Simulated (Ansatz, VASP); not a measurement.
# BiP in two plane-wave programs, part 2 of 2

One calculation is typed for both programs; each brings its own data sets. How far apart do they land? The cell is generated by rule, not measured, and may not be a known phase. The cell is taken from a series of runs on this material, whose earlier steps may have relaxed, scaled, displaced or heated it; both programs get it as it stands.

VASP 6.6.1 and Ansatz 0.2.0.

So far: Set-up; VASP: zone-centre phonons, PBEsol.

The structure was built from a prototype and need not be the compound's stable phase.

### 3. Ansatz: zone-centre phonons, PBEsol

Level of this step: Ansatz beside VASP: Kohn-Sham DFT, plane waves, PBEsol (Ansatz).

Ansatz runs on its default PAW (the set named soft_2) files.

The same cell, functional, mesh and smearing now go to Ansatz, which takes its cutoff from its data sets.

input.yaml

```yaml
crystal:
  lattice:
    - [5.0394937484, 0.0, 0.0]
    - [0.0, 5.0394937484, 0.0]
    - [0.0, 0.0, 3.7121656466]
  atoms:
    - { symbol: Bi, position: [0.0, 0.0, 0.0] }
    - { symbol: Bi, position: [0.5, 0.5, 0.0] }
    - { symbol: P, position: [0.0, 0.5, 0.6343389843] }
    - { symbol: P, position: [0.5, 0.0, 0.3656610157] }
kpoints:
  mp_grid: { grid: [8, 8, 12] }
hamiltonian:
  xc: pbesol
scf:
  occupations: { method: methfessel_paxton, width: 0.2 }
output:
  eigenvalues: true
phonons:
  method: dfpt
```

Launch:

```console
ansatz run input.yaml --threads 4 --pin off --max-ram 7168MiB --backend cpu --events-out ev --progress --plain --runs-dir out
```

Numbers of over 12 decimals in the logs are rounded to 6 here.

The program printed:

```text
zone centre: on kpoints.mp_grid the ground state, and the responses unless they are solved on pairs of k-points, stand on 175 of the mesh's 768 k-points, reduced under 4 symmetry operations, with k and −k counted as one. Each operation leaves every solved displacement unchanged or reverses it
Engine: ansatz 0.2.0, aarch64-unknown-linux-gnu
Pseudopotentials: kind: paw
Pseudopotential: Bi, paw, valence charge 15, recommended cutoff 420 eV (normal), Bi.paw.azcp
Pseudopotential: P, paw, valence charge 5, recommended cutoff 420 eV (normal), P.paw.azcp
Functional definition: PBEsol
  exchange = pbesol_x
  correlation = pbesol_c
Crystal: 4 atoms, lattice volume = 94.276 Å³
Basis set: ecut = 420 eV, 1841 PW (Γ), exchange–correlation on 72×72×50 points (8 copies of the dense FFT grid, shifted against one another)
Bands: 24, of which v1, the nominal top of the filled ones, is band 20 counted from 1 (19 counted from 0)
Symmetry: 16 space group operations
k-points: 175 of 768 (irreducible under 4 space group operations, time reversal used)
Non-local potential: Bi, projectors of the file, l = 0: 2, l = 1: 2, l = 2: 2, l = 3: 2
Non-local potential: P, projectors of the file, l = 0: 2, l = 1: 2, l = 2: 2
PAW form: soft (Blöchl's): semilocal exchange-correlation on the pseudo side does not see the compensation charge
PAW frozen core: Bi, regenerated for the run's functional, and the local potential with it (the file was generated under x = pbe(κ = 0.804, μ = 0.219515), c = pbe(β = 0.066725))
PAW frozen core: P, regenerated for the run's functional, and the local potential with it (the file was generated under x = pbe(κ = 0.804, μ = 0.219515), c = pbe(β = 0.066725))
PAW one-centre angular grid: Bi, 590 points (default); XC on 64 Gauss nodes
PAW one-centre angular grid: P, 110 points (default); XC on 64 Gauss nodes
Initial density: superposition of atomic densities (neutral atoms: chi_scale 0, normalization atom), corrected by the library's trained network
Initial wavefunctions: pseudopotential atomic-orbital guess
Functional: x = pbesol(κ = 0.804, μ = 0.123457), c = pbesol(β = 0.046)
SCF iter   1: F=—  HF=-25962.849766 eV  |F-HF|=—  |Δ(HF+E_count)|=         —  Δρ=5.65e-3  dr2=6.77e-2  ethr=1.77e-3  ⟨swp⟩=8.0  Hψ=46927  notcnv=0
automatic band count: the SCF goes on with 28 bands, as 24 were too few: they end inside the smearing window of the response
preconditioner: auto → Kerker (q_TF=auto, 2.365 Å⁻¹)  [metal: Δε(μ)=0.045 eV  Ē_g=18.102 eV  σ=0.200 eV  W_gap=0.19  n_scr=18 (ndim 8)  ℏωp=24.2 eV  f_vac=0.000  D(μ)=2.01/eV (n_scr^D=10)]
SCF iter   2: F=—  HF=-25962.833705 eV  |F-HF|=—  |Δ(HF+E_count)|=   1.61e-2  S|Δr|=    0.00e0  Δρ=2.65e-3  dr2=1.29e-2  ethr=1.69e-4  ⟨swp⟩=1.7  Hψ=6524  notcnv=0
SCF iter   3: F=—  HF=-25962.830577 eV  |F-HF|=—  |Δ(HF+E_count)|=   3.13e-3  S|Δr|=    0.00e0  Δρ=5.61e-4  dr2=3.58e-4  ethr=3.22e-5  ⟨swp⟩=2.2  Hψ=5492  notcnv=0
SCF iter   4: F=—  HF=-25962.830522 eV  |F-HF|=—  |Δ(HF+E_count)|=   5.54e-5  S|Δr|=    0.00e0  Δρ=2.02e-4  dr2=4.33e-5  ethr=8.96e-7  ⟨swp⟩=2.3  Hψ=6080  notcnv=0
SCF iter   5: F=—  HF=-25962.830519 eV  |F-HF|=—  |Δ(HF+E_count)|=   2.27e-6  S|Δr|=    0.00e0  Δρ=3.83e-5  dr2=1.86e-6  ethr=1.08e-7  ⟨swp⟩=2.4  Hψ=6457  notcnv=0
SCF iter   6: F=—  HF=-25962.830524 eV  |F-HF|=—  |Δ(HF+E_count)|=   5.05e-6  S|Δr|=    0.00e0  Δρ=9.11e-6  dr2=9.00e-8  ethr=4.66e-9  ⟨swp⟩=2.7  Hψ=7180  notcnv=0
SCF iter   7: F=—  HF=-25962.830524 eV  |F-HF|=—  |Δ(HF+E_count)|=   4.83e-9  S|Δr|=    0.00e0  Δρ=2.30e-6  dr2=5.50e-9  ethr=2.25e-10  ⟨swp⟩=2.3  Hψ=8104  notcnv=0
SCF iter   8: F=—  HF=-25962.830524 eV  |F-HF|=—  |Δ(HF+E_count)|=  9.93e-10  S|Δr|=    0.00e0  Δρ=3.63e-7  dr2=1.58e-10  ethr=1.37e-11  ⟨swp⟩=2.4  Hψ=7923  notcnv=0
SCF iter   9: F=-25962.830524 eV  HF=-25962.830524 eV  |F-HF|=7.28e-12  |Δ(HF+E_count)|=  4.37e-11  S|Δr|=    0.00e0  Δρ=8.15e-8  dr2=8.20e-12  ethr=1.00e-12  ⟨swp⟩=14.1  Hψ=33146  notcnv=0
SCF 1 converged in 9 iterations: F = -25962.830524 eV  dr2 = 8.20e-12
  Residual-converged pass: ⟨swp⟩=1.0  Hψ=5608  notcnv=0  max |occ|·‖R‖ = 7.1e-9 eV (tolerance 1.0e-8 eV)  dr2=8.20e-12  dr2_onsite=1.49e-13  max |Δocc| = 5.4e-10
  greatest PAW one-centre occupation: 0.989 electrons in one spin orbital (limit 2), on the Bi atom at site 1 (counted from 0), in its partial waves of l = 2
DFPT response loops at Γ: preconditioner auto → Kerker (q_TF=auto, 2.365 Å⁻¹) (partly filled bands, converged f_vac=0.000); β = 1.00, the filter's whole step (`scf.mixing.beta` (0.50) is not read by the response loops under this deck's `scf.mixing.preconditioner`; to damp them name `kerker` or `kerker_dos`, under which they read `scf.mixing.beta`, and type it under 1.00, their step now; both keys bind the ground state too); Broyden in place of MSR1
SCF converged after 9 iterations
Stability not checked: this state was not tested for a lower state beside it, because cold or Methfessel-Paxton smearing, or corrected tetrahedra, fill the levels in a way that the test cannot read (fill_not_monotonic; see scf.lower_state_search)
Free energy (F): -25962.830524 eV
Harris-Foulkes:  -25962.830524 eV  (|F-HF|=7.28e-12)
Internal energy: -25962.829593 eV  (E = F + TS)
E sigma→0 (E₀):  -25962.830291 eV
Entropy (-TS):   -0.000932 eV (-0.233 meV/atom)
Fermi energy:    10.914301 eV
--- Per-component energies (eV) ---
  E_band       = -145.945752
  E_kinetic    = 741.527262
  E_local      = -3050.609639  (includes V_loc(G=0)·N_el)
  E_nonlocal   = 1194.650832
  E_hartree    = 983.716901
  E_xc         = -422.161720
  E_vxc        = -409.077034  (∫ρ·V_xc dr)
  E_paw        = -22127.077301  (= ΣΔE_a)
  E_vpaw       = -589.870081  (= ΣTr[D̂ρ^β])
  E_aug_tail   = -0.000927  (compensation charges beyond the density's cutoff)
  E_ewald      = -3283.146698
  E_core_change = 0.271697  (= ΣΔE_core)
  E_smearing   = -0.000932  (= −TS)
  E_closure    = 0.000000  (closes the sum)
  Σ components = -25962.830524   (vs F -25962.830524, Δ=0.00e0)
--- Band table (eV; the first three rows and the last of 175) ---
  k-point 0: bands = [... 16 lower, 8.6201, 8.6201, 9.3152, 10.4987, 13.3091, 13.5947, 14.6138, 14.7736, ... 4 higher]
  k-point 1: bands = [... 16 lower, 8.6600, 8.6600, 9.1141, 10.4183, 12.9554, 13.4656, 14.2466, 14.2466, ... 4 higher]
  k-point 2: bands = [... 16 lower, 8.7583, 8.7583, 8.7771, 10.0918, 11.7014, 13.2923, 13.2923, 13.6684, ... 4 higher]
  k-point 174: bands = [... 16 lower, 5.5632, 5.5632, 11.6678, 11.6678, 13.8899, 13.8899, 14.3522, 14.3522, ... 4 higher]
--- Phonons (Γ-DFPT): 4 representative perturbations + reference, on 175 of 768 k-points (Σ response iterations 12) ---
  k mesh reduced under 4 symmetry operations, with k and −k counted as one. Each operation leaves every solved displacement unchanged or reverses it
  ASR residual: 4.945e-5 → 0.000e0 eV/Å²; symmetrization residual: 1.017e-5 eV/Å²
  ASR residual per site (eV/Å²): 8.72e-6 8.72e-6 4.94e-5 4.94e-5
  Γ frequencies (cm⁻¹): 0.00 0.00 0.00 37.59 75.80 75.80 123.04 123.04 134.37 134.37 157.74 172.80
  non-analytic LO–TO correction: not included (Born effective charges unavailable; polar crystals: no LO–TO splitting at Γ)
```

### 4. Side by side

Known differences besides the potentials themselves: the cutoff is 420 eV in Ansatz and 500 eV in VASP; Ansatz makes its cores anew for this functional, VASP keeps those of its PBE data sets. Total energies have different zeros and are not compared.

Compared:

```
                  quantity  Ansatz   VASP  difference
     optical mode 1 (cm⁻¹)    37.6   38.3        -0.7
optical mode 2 to 3 (cm⁻¹)    75.8   76.5     -0.88 %
optical mode 4 to 5 (cm⁻¹)   123.0  125.2     -1.71 %
optical mode 6 to 7 (cm⁻¹)   134.4  135.4     -0.78 %
     optical mode 8 (cm⁻¹)   157.7  159.5     -1.10 %
     optical mode 9 (cm⁻¹)   172.8  172.9     -0.06 %
```

Modes are paired by rising frequency, not by their patterns, so a pair may set unlike modes beside each other; they are those without the splitting of longitudinal modes.

### 5. Outcome

| Item | Value |
| --- | --- |
| r.m.s. difference of the optical zone-centre modes, each program's sorted by frequency (zone-centre phonons, PBEsol) | 1.3 cm⁻¹ |
| difference in optical mode 4 to 5 (zone-centre phonons, PBEsol) | -1.7 % |

In words: The r.m.s. difference of the optical zone-centre modes, each program's sorted by frequency is 1.3 cm⁻¹ (zone-centre phonons, PBEsol). Among the rows given in per cent, the largest difference of the zone-centre phonons, PBEsol pair is in optical mode 4 to 5, -1.7 %. How closely two codes agree says nothing of how well the functional describes the real material.

[Lines on the potential files, build, host, timing and source positions are cut from VASP's logs without a mark.]

[Logs are printed without paths, hosts, clocks, repeated set-up lines and the standing remarks that a program may print on its own settings, such as how far it seeks lower states.]

[Hosts, paths, dates, database ids (printed as entryN), source tags and the programs' standing remarks are cut or masked in the printed files.]
